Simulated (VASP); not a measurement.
```xyz
4
Lattice="3.8040 0.0000 0.0000 -1.9020 3.2943 0.0000 0.0000 0.0000 5.9833" Properties=species:S:1:pos:R:3 pbc="T T T"
Be     3.8040     0.0000     5.9833
Be     3.8040     0.0000     2.9917
Te     0.0000     2.1962     1.4958
Te     1.9020     1.0981     4.4875
```

Method: PBEsol GGA, VASP's PBE PAW potentials (set 64) (plane waves; VASP). Run with 400 eV cut-off, 12×12×7 Γ-centred mesh, tetrahedra with Blöchl corrections, potentials Be Te.

Unless said otherwise, spin-orbit coupling is left out, though it shifts the bands of the heavy elements here.

Q: Tabulate the total density of states (states/eV per cell) against energy (eV; zero at the valence-band maximum or, without a gap, the Fermi level).

A: 
```
E (eV) | DOS (states/eV)
    -9.89 |  0.00
    -9.33 |  0.00
    -8.77 |  0.00
    -8.21 |  0.00
    -7.64 |  0.00
    -7.08 |  0.00
    -6.52 | ############ 1.47
    -5.96 | ################# 2.07
    -5.39 | ############# 1.59
    -4.83 | ########## 1.16
    -4.27 | ############## 1.67
    -3.71 | ############ 1.46
    -3.15 | ################## 2.21
    -2.69 | ################ 1.89
    -2.13 | ############### 1.80
    -1.57 | ############## 1.68
    -1.01 | ################### 2.26
    -0.45 | ############# 1.54
     0.12 | ### 0.39
     0.68 | ## 0.30
     1.24 | ########### 1.37
     1.80 | ####### 0.88
     2.37 | ############ 1.48
     2.93 | ########################### 3.30
     3.49 | ############################## 3.65
```
Within 2 eV below the Fermi level the largest weight inside VASP's projection spheres is Te p.

The structure was generated: BeTe was put into the NiAs type type (P6_3/mmc), which need not be its known phase. It was relaxed first, which changed the volume by +20 %.
